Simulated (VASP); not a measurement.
Level of theory: PBEsol GGA, VASP's PBE PAW potentials (set 64) (plane waves; VASP).

The input files of a VASP run:

### INCAR
```
SYSTEM=TePb2S
PREC=Accurate; ENCUT=400; LREAL=.False.
LASPH=.True.
EDIFF=1E-6; NELM=100; ALGO=Normal
LMAXMIX=4
ISMEAR=0; SIGMA=0.05
GGA=PS
IBRION=2; NSW=60; ISIF=3
EDIFFG=-0.02
LWAVE=.False.; LCHARG=.False.
```

POSCAR:
```
TePb2S
1.0
  2.1848144706   1.2614033516   7.1348650966
 -2.1848144706   1.2614033516   7.1348650966
  0.0000000000  -2.5228067031   7.1348650966
Te Pb S
1 2 1
Cartesian
  0.0000000000   0.0000000001  10.7022976449
 -0.0000000000   0.0000000001  15.8767318282
 -0.0000000000   0.0000000000   5.5278634616
  0.0000000000   0.0000000000   0.0000000000
```

**KPOINTS**
```
kpoints
0
Gamma
 6 6 6
```

POTCAR, in this order: Te Pb_d S (PBE.64 set). Program: vasp_std.

The run wrote:

File OSZICAR:
```
       N       E                     dE             d eps       ncg     rms          rms(c)
DAV:   1     0.353434524563E+03    0.35343E+03   -0.16176E+04  1536   0.142E+03
DAV:   2     0.177247277955E+02   -0.33571E+03   -0.33223E+03  1624   0.397E+02
DAV:   3    -0.169578307065E+02   -0.34683E+02   -0.33644E+02  2048   0.143E+02
DAV:   4    -0.181410299967E+02   -0.11832E+01   -0.11822E+01  1776   0.318E+01
DAV:   5    -0.181911828311E+02   -0.50153E-01   -0.50147E-01  2200   0.581E+00    0.564E+00
DAV:   6    -0.176395204853E+02    0.55166E+00   -0.19061E+00  2032   0.842E+00    0.373E+00
DAV:   7    -0.176409329429E+02   -0.14125E-02   -0.36200E-01  1856   0.275E+00    0.189E+00
DAV:   8    -0.176399799497E+02    0.95299E-03   -0.35612E-02  2176   0.133E+00    0.332E-01
DAV:   9    -0.176395667450E+02    0.41320E-03   -0.54538E-03  1928   0.401E-01    0.161E-01
DAV:  10    -0.176396870955E+02   -0.12035E-03   -0.11731E-03  2136   0.154E-01    0.705E-02
DAV:  11    -0.176397418653E+02   -0.54770E-04   -0.20553E-04  2104   0.849E-02    0.247E-02
DAV:  12    -0.176397342382E+02    0.76271E-05   -0.73121E-05  2136   0.534E-02    0.126E-02
DAV:  13    -0.176397351123E+02   -0.87409E-06   -0.94832E-06  1576   0.175E-02
   1 F= -.17639735E+02 E0= -.17639735E+02  d E =-.176397E+02
       N       E                     dE             d eps       ncg     rms          rms(c)
DAV:   1    -0.176663890968E+02   -0.26655E-01   -0.10871E+00  1952   0.141E+01    0.929E-01
DAV:   2    -0.176443233677E+02    0.22066E-01   -0.74935E-02  1904   0.348E+00    0.324E-01
DAV:   3    -0.176408793829E+02    0.34440E-02   -0.16676E-02  1936   0.176E+00    0.714E-02
DAV:   4    -0.176409255588E+02   -0.46176E-04   -0.77786E-04  2312   0.211E-01    0.354E-02
DAV:   5    -0.176409331590E+02   -0.76002E-05   -0.49059E-05  1928   0.604E-02    0.260E-02
DAV:   6    -0.176409406415E+02   -0.74826E-05   -0.10694E-05  1768   0.218E-02    0.113E-02
DAV:   7    -0.176409435213E+02   -0.28797E-05   -0.21504E-06  1368   0.129E-02    0.124E-03
DAV:   8    -0.176409433428E+02    0.17845E-06   -0.47496E-07  1040   0.909E-03
   2 F= -.17640943E+02 E0= -.17640943E+02  d E =-.120823E-02
       N       E                     dE             d eps       ncg     rms          rms(c)
DAV:   1    -0.176411279403E+02   -0.18442E-03   -0.74300E-03  1952   0.118E+00    0.760E-02
DAV:   2    -0.176409813510E+02    0.14659E-03   -0.49351E-04  1896   0.284E-01    0.269E-02
DAV:   3    -0.176409570618E+02    0.24289E-04   -0.11489E-04  1960   0.147E-01    0.591E-03
DAV:   4    -0.176409561603E+02    0.90156E-06   -0.51645E-06  1928   0.170E-02
   3 F= -.17640956E+02 E0= -.17640956E+02  d E =-.122105E-02
       N       E                     dE             d eps       ncg     rms          rms(c)
DAV:   1    -0.176410333662E+02   -0.76304E-04   -0.34637E-03  1944   0.806E-01    0.514E-02
DAV:   2    -0.176409649585E+02    0.68408E-04   -0.23081E-04  1912   0.194E-01    0.179E-02
DAV:   3    -0.176409533387E+02    0.11620E-04   -0.53899E-05  1960   0.100E-01    0.412E-03
DAV:   4    -0.176409526367E+02    0.70199E-06   -0.20926E-06  1184   0.119E-02
   4 F= -.17640953E+02 E0= -.17640953E+02  d E =-.121752E-02
       N       E                     dE             d eps       ncg     rms          rms(c)
DAV:   1    -0.176406073971E+02    0.34594E-03   -0.18509E-01  1928   0.236E+00    0.543E-02
DAV:   2    -0.176413594072E+02   -0.75201E-03   -0.78801E-03  2344   0.674E-01    0.378E-02
DAV:   3    -0.176413378676E+02    0.21540E-04   -0.80758E-05  1928   0.101E-01    0.264E-02
DAV:   4    -0.176413258961E+02    0.11971E-04   -0.33680E-05  1936   0.800E-02    0.108E-02
DAV:   5    -0.176413248039E+02    0.10922E-05   -0.52223E-06  1920   0.272E-02    0.529E-03
DAV:   6    -0.176413245157E+02    0.28825E-06   -0.51574E-07  1144   0.533E-03
   5 F= -.17641325E+02 E0= -.17641325E+02  d E =-.371879E-03
       N       E                     dE             d eps       ncg     rms          rms(c)
DAV:   1    -0.176379537217E+02    0.33711E-02   -0.89648E-01  1928   0.524E+00    0.120E-01
DAV:   2    -0.176416074138E+02   -0.36537E-02   -0.38302E-02  2320   0.146E+00    0.819E-02
DAV:   3    -0.176415062884E+02    0.10113E-03   -0.40028E-04  1968   0.223E-01    0.563E-02
DAV:   4    -0.176414536271E+02    0.52661E-04   -0.14618E-04  1920   0.165E-01    0.234E-02
DAV:   5    -0.176414493942E+02    0.42329E-05   -0.24129E-05  2376   0.578E-02    0.114E-02
DAV:   6    -0.176414489263E+02    0.46787E-06   -0.15627E-06  1136   0.956E-03
   6 F= -.17641449E+02 E0= -.17641449E+02  d E =-.496290E-03
       N       E                     dE             d eps       ncg     rms          rms(c)
DAV:   1    -0.176410316033E+02    0.41779E-03   -0.12507E-01  1912   0.192E+00    0.434E-02
DAV:   2    -0.176415385806E+02   -0.50698E-03   -0.52760E-03  2336   0.575E-01    0.323E-02
DAV:   3    -0.176415228137E+02    0.15767E-04   -0.50127E-05  1888   0.800E-02    0.230E-02
DAV:   4    -0.176415125941E+02    0.10220E-04   -0.26241E-05  1904   0.716E-02    0.927E-03
DAV:   5    -0.176415119880E+02    0.60609E-06   -0.42438E-06  1696   0.260E-02
   7 F= -.17641512E+02 E0= -.17641512E+02  d E =-.559351E-03
```

OUTCAR:
```
------------------------ aborting loop because EDIFF is reached ----------------------------------------
  FORCE on cell =-STRESS in cart. coord.  units (eV):
  Direction    XX          YY          ZZ          XY          YZ          ZX
  --------------------------------------------------------------------------------------
  Total       -0.0094943     -0.0094943     -0.0414415      0.0000000     -0.0000000      0.0000000
  in kB       -0.1297516     -0.1297516     -0.5663500      0.0000000     -0.0000000      0.0000000
  external PRESSURE =      -0.2752844 kB  Pullay stress =       0.0000000 kB
  volume of cell :      117.24
      direct lattice vectors                 reciprocal lattice vectors
     2.180478598  1.258900034  7.118145908     0.229307456  0.132390708  0.046828674
    -2.180478598  1.258900034  7.118145908    -0.229307456  0.132390708  0.046828674
    -0.000000000 -2.517800067  7.118145908     0.000000000 -0.264781416  0.046828674
 POSITION                                       TOTAL-FORCE (eV/Angst)
 -----------------------------------------------------------------------------------
     -0.00000      0.00000     10.67722        -0.000000      0.000000     -0.000000
     -0.00000      0.00000     15.82762         0.000000     -0.000000     -0.001133
     -0.00000      0.00000      5.52682        -0.000000      0.000000      0.001133
     -0.00000      0.00000      0.00000         0.000000      0.000000     -0.000000
 -----------------------------------------------------------------------------------
    total drift:                                0.000000     -0.000000      0.000000
  FREE ENERGIE OF THE ION-ELECTRON SYSTEM (eV)
  ---------------------------------------------------
  free  energy   TOTEN  =       -17.6415119880 eV

  energy  without entropy=      -17.6415119879  energy(sigma->0) =      -17.64151199

 reached required accuracy - stopping structural energy minimisation
```
(Selected blocks of OUTCAR.)

CONTCAR:
```
TePb2S
   1.00000000000000
     2.1804785978251036    1.2589000335168492    7.1181459076157800
    -2.1804785978251036    1.2589000335168492    7.1181459076157800
    -0.0000000000000000   -2.5178000669341323    7.1181459076158209
  Te              Pb              S
     1     2     1
Direct
     0.5000000000000000    0.5000000000000000    0.5000000000000000
     0.7411865628836557    0.7411865628836557    0.7411865628836557
     0.2588134371163442    0.2588134371163442    0.2588134371163442
     0.0000000000000000    0.0000000000000000    0.0000000000000000
```

The structure comes from a computed database's TePb2S entry (R-3m); how it stands against other phases isn't given here. This run relaxes it. Symmetry was kept, so distortions that lower it aren't found. The start is the result of an earlier pass.
